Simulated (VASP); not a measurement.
These are PBE GGA, VASP's PBE PAW potentials (set 64) (plane waves; VASP) values and carry that method's errors.

Input for VASP

### POSCAR
```
Si2Au
1
   -1.6360050000     1.6360050000     4.0041920000
    1.6360050000    -1.6360050000     4.0041920000
    1.6360050000     1.6360050000    -4.0041920000
Au Si
1 2
Direct
  0.0000000000   0.0000000000   0.0000000000
  0.3353000000   0.3353000000   0.0000000000
  0.6647000000   0.6647000000   0.0000000000
```

**KPOINTS**
```
K-points
0
gamma
  11 11 11
0 0 0
```

**INCAR**
```
ALGO=Normal
EDIFF=1E-6
ENCUT=300
GGA=PE
ISIF=2
ISMEAR=-1
LASPH=.TRUE.
LCHARG=.FALSE.
LMAXMIX=6
LREAL=.FALSE.
LWAVE=.FALSE.
NELM=100
PREC=Accurate
SIGMA=0.05
SYSTEM=Si2Au
```

POTCAR, in this order: Au Si (PBE.64 set). Program: vasp_std.

Output of the run:

**OSZICAR**
```
       N       E                     dE             d eps       ncg     rms          rms(c)
DAV:   1     0.419204386441E+02    0.41920E+02   -0.61549E+03  3681   0.788E+02
DAV:   2    -0.121504706172E+02   -0.54071E+02   -0.51812E+02  3979   0.171E+02
DAV:   3    -0.134310502265E+02   -0.12806E+01   -0.12689E+01  3996   0.248E+01
DAV:   4    -0.134401050191E+02   -0.90548E-02   -0.90480E-02  3760   0.234E+00
DAV:   5    -0.134401914369E+02   -0.86418E-04   -0.86411E-04  4028   0.197E-01    0.152E+01
DAV:   6    -0.121833148347E+02    0.12569E+01   -0.85112E+00  3516   0.322E+01    0.129E+01
DAV:   7    -0.120844131664E+02    0.98902E-01   -0.57661E-01  3356   0.922E+00    0.675E+00
DAV:   8    -0.120648117741E+02    0.19601E-01   -0.67670E-02  3751   0.220E+00    0.605E-01
DAV:   9    -0.120601821615E+02    0.46296E-02   -0.14755E-02  3706   0.152E+00    0.222E-01
DAV:  10    -0.120602148285E+02   -0.32667E-04   -0.14696E-03  3874   0.342E-01    0.126E-01
DAV:  11    -0.120601836295E+02    0.31199E-04   -0.78249E-05  3621   0.102E-01    0.281E-02
DAV:  12    -0.120601802870E+02    0.33425E-05   -0.61679E-06  3751   0.190E-02    0.105E-02
DAV:  13    -0.120601790424E+02    0.12446E-05   -0.30126E-06  3025   0.198E-02    0.173E-03
DAV:  14    -0.120601790640E+02   -0.21660E-07   -0.24223E-07  1758   0.461E-03
   1 F= -.12060179E+02 E0= -.12054428E+02  d E =-.115028E-01
```

File OUTCAR:
```
------------------------ aborting loop because EDIFF is reached ----------------------------------------
  FORCE on cell =-STRESS in cart. coord.  units (eV):
  Direction    XX          YY          ZZ          XY          YZ          ZX
  --------------------------------------------------------------------------------------
  Total        7.0560036      7.0560036      6.2278042      0.0000000      0.0000000      0.0000000
  in kB      263.7091719    263.7091719    232.7562727      0.0000000      0.0000000      0.0000000
  external PRESSURE =     253.3915388 kB  Pullay stress =       0.0000000 kB
  volume of cell :       42.87
      direct lattice vectors                 reciprocal lattice vectors
    -1.636005000  1.636005000  4.004192000     0.000000000  0.305622538  0.124869137
     1.636005000 -1.636005000  4.004192000     0.305622538  0.000000000  0.124869137
     1.636005000  1.636005000 -4.004192000     0.305622538  0.305622538  0.000000000
 POSITION                                       TOTAL-FORCE (eV/Angst)
 -----------------------------------------------------------------------------------
      0.00000      0.00000      0.00000         0.000000      0.000000     -0.000000
      0.00000      0.00000      2.68521        -0.000000     -0.000000     -0.840421
      0.00000      0.00000      5.32317        -0.000000     -0.000000      0.840421
 -----------------------------------------------------------------------------------
    total drift:                               -0.000000      0.000000      0.000000
  FREE ENERGIE OF THE ION-ELECTRON SYSTEM (eV)
  ---------------------------------------------------
  free  energy   TOTEN  =       -12.0601790640 eV

  energy  without entropy=      -12.0486762320  energy(sigma->0) =      -12.05442765
```
(Selected blocks of OUTCAR.)

At this cut-off the stress carries a Pulay error, which pulls relaxed volumes low.

The structure was generated: Si2Au was put into an ordered model structure, which need not be its known phase. The cell was not relaxed at this level. The electron count is odd and the run is not spin-polarised, which forces a metal.
